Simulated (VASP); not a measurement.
Level of theory: PBE GGA, VASP's PBE PAW potentials (set 64) (plane waves; VASP).

A VASP calculation is set up with these files.

### KPOINTS
```
Automatic mesh
0
Gamma
17 17 17
0 0 0
```

### POSCAR
```
Rh
1
   -0.0000000000     1.8361706912     1.8361706912
    1.8361706912     0.0000000000     1.8361706912
    1.8361706912     1.8361706912    -0.0000000000
Rh
1
Direct
  0.0000000000   0.0000000000   1.0000000000
```

**INCAR**
```
# general
SYSTEM  = Rh
PREC    = Accurate
ENCUT   = 500
LREAL   = .FALSE.
LASPH   = .TRUE.

# electronic loop
EDIFF   = 1E-6
NELM    = 100
ALGO    = Normal
LMAXMIX = 4

# smearing
ISMEAR  = 1
SIGMA   = 0.1

# functional
GGA     = PE

# ions
IBRION  = 2
NSW     = 40
ISIF    = 3
EDIFFG  = -0.02
PSTRESS = 450

# output
LWAVE   = .FALSE.
LCHARG  = .FALSE.
```

POTCAR, in this order: Rh_pv (PBE.64 set). Program: vasp_std.

What VASP printed:

### OUTCAR
```
 ion  position               nearest neighbor table
   1  0.000  0.000  0.000-
  LATTYP: Found a face centered cubic cell.
 ALAT       =     3.6723413824
 Subroutine PRICEL returns:
 Original cell was already a primitive cell.
 Subroutine GETGRP returns: Found 48 space group operations
The static configuration has the point symmetry O_h .
The dynamic configuration has the point symmetry O_h .
 Subroutine INISYM returns: Found 48 space group operations
 Subroutine IBZKPT returns following result:
 Found    165 irreducible k-points:

 Following reciprocal coordinates:
            Coordinates               Weight
  0.000000  0.000000  0.000000      1.000000
  0.058824  0.000000  0.000000      8.000000
  0.117647  0.000000  0.000000      8.000000
  0.176471  0.000000  0.000000      8.000000
  0.235294  0.000000  0.000000      8.000000
  0.294118  0.000000  0.000000      8.000000
  0.352941  0.000000  0.000000      8.000000
  0.411765  0.000000  0.000000      8.000000
  0.470588  0.000000  0.000000      8.000000
  0.058824  0.058824  0.000000      6.000000
  0.117647  0.058824  0.000000     24.000000
  0.176471  0.058824  0.000000     24.000000
  0.235294  0.058824  0.000000     24.000000
  0.294118  0.058824  0.000000     24.000000
  0.352941  0.058824  0.000000     24.000000
  0.411765  0.058824  0.000000     24.000000
  0.470588  0.058824  0.000000     24.000000
 -0.470588  0.058824  0.000000     24.000000
 -0.411765  0.058824  0.000000     24.000000
 -0.352941  0.058824  0.000000     24.000000
 -0.294118  0.058824  0.000000     24.000000
 -0.235294  0.058824  0.000000     24.000000
 -0.176471  0.058824  0.000000     24.000000
 -0.117647  0.058824  0.000000     24.000000
 -0.058824  0.058824  0.000000     12.000000
...
```

File OSZICAR:
```
       N       E                     dE             d eps       ncg     rms          rms(c)
DAV:   1     0.112688422733E+03    0.11269E+03   -0.92347E+03  3662   0.145E+03
DAV:   2    -0.604875383799E+01   -0.11874E+03   -0.11400E+03  3753   0.388E+02
DAV:   3    -0.751369491793E+01   -0.14649E+01   -0.14505E+01  4167   0.481E+01
DAV:   4    -0.752207581462E+01   -0.83809E-02   -0.83801E-02  4007   0.379E+00
DAV:   5    -0.752219925585E+01   -0.12344E-03   -0.12344E-03  4138   0.425E-01    0.134E+01
DAV:   6    -0.708679854214E+01    0.43540E+00   -0.88444E-01  3819   0.146E+01    0.530E+00
DAV:   7    -0.706007289392E+01    0.26726E-01   -0.39777E-02  4128   0.279E+00    0.212E+00
DAV:   8    -0.705604415716E+01    0.40287E-02   -0.51454E-03  3795   0.118E+00    0.298E-01
DAV:   9    -0.705584946788E+01    0.19469E-03   -0.16066E-04  4329   0.212E-01    0.176E-02
DAV:  10    -0.705585274021E+01   -0.32723E-05   -0.31652E-06  3825   0.254E-02    0.286E-03
DAV:  11    -0.705585277233E+01   -0.32122E-07   -0.34760E-07  2274   0.911E-03
   1 F= -.35783212E+01 E0= -.35784866E+01  d E =-.357832E+01
```

OUTCAR:
```
------------------------ aborting loop because EDIFF is reached ----------------------------------------
  FORCE on cell =-STRESS in cart. coord.  units (eV):
  Direction    XX          YY          ZZ          XY          YZ          ZX
  --------------------------------------------------------------------------------------
  Total        3.4634495      3.4634495      3.4634495      0.0000000      0.0000000      0.0000000
  in kB      448.1777571    448.1777571    448.1777571      0.0000000      0.0000000      0.0000000
  external PRESSURE =      -1.8222429 kB  Pullay stress =     450.0000000 kB
  volume of cell :       12.38
      direct lattice vectors                 reciprocal lattice vectors
     0.000000000  1.836170691  1.836170691    -0.272305839  0.272305839  0.272305839
     1.836170691  0.000000000  1.836170691     0.272305839 -0.272305839  0.272305839
     1.836170691  1.836170691  0.000000000     0.272305839  0.272305839 -0.272305839
 POSITION                                       TOTAL-FORCE (eV/Angst)
 -----------------------------------------------------------------------------------
      0.00000      0.00000      0.00000        -0.000000     -0.000000     -0.000000
 -----------------------------------------------------------------------------------
    total drift:                               -0.000000     -0.000000     -0.000000
  FREE ENERGIE OF THE ION-ELECTRON SYSTEM (eV)
  ---------------------------------------------------
  free  energy   TOTEN  =        -7.0558527723 eV

  energy  without entropy=       -7.0563489556  energy(sigma->0) =       -7.05601817
  enthalpy is  TOTEN    =        -3.5783212141 eV   P V=        3.4775315583

 reached required accuracy - stopping structural energy minimisation
```
(Selected blocks of OUTCAR.)

### OUTCAR
```
 val. band max:       13.9179573835   @ k =   0.4118   0.2353   0.0588

 cond. band min:      13.9564610194   @ k =   0.4118   0.2941   0.0588


 Fermi energy:        13.9553517701

 k-point     1 :       0.0000    0.0000    0.0000
  band No.  band energies     occupation
      1     -32.6242      2.00000
      2     -32.6242      2.00000
      3     -32.6242      2.00000
      4       5.1890      2.00000
      5      10.3180      2.00000
      6      10.3180      2.00000
      7      10.3180      2.00000
      8      12.7798      2.00000
      9      12.7798      2.00000
     10      29.7945      0.00000
     11      34.1700      0.00000

 k-point     2 :       0.0588    0.0000    0.0000
  band No.  band energies     occupation
      1     -32.6612      2.00000
      2     -32.6290      2.00000
      3     -32.6290      2.00000
      4       5.3439      2.00000
      5      10.2436      2.00000
      6      10.3815      2.00000
      7      10.3815      2.00000
      8      12.7413      2.00000
      9      12.7413      2.00000
     10      30.0413      0.00000
     11      34.1743      0.00000

 k-point     3 :       0.1176    0.0000    0.0000
  band No.  band energies     occupation
      1     -32.7665      2.00000
      2     -32.6429      2.00000
      3     -32.6429      2.00000
      4       5.7820      2.00000
      5      10.0649      2.00000
      6      10.5439      2.00000
      7      10.5440      2.00000
      8      12.6618      2.00000
      9      12.6618      2.00000
     10      30.7051      0.00000
     11      33.4810      0.00000

 k-point     4 :       0.1765    0.0000    0.0000
  band No.  band energies     occupation
      1     -32.9243      2.00000
      2     -32.6638      2.00000
      3     -32.6638      2.00000
      4       6.3999      2.00000
      5       9.9249      2.00000
      6      10.7112      2.00000
      7      10.7112      2.00000
      8      12.6533      2.00000
      9      12.6533      2.00000
...
```

The compound is Rh in the fcc structure. It was relaxed first under an external pressure of 45 GPa.
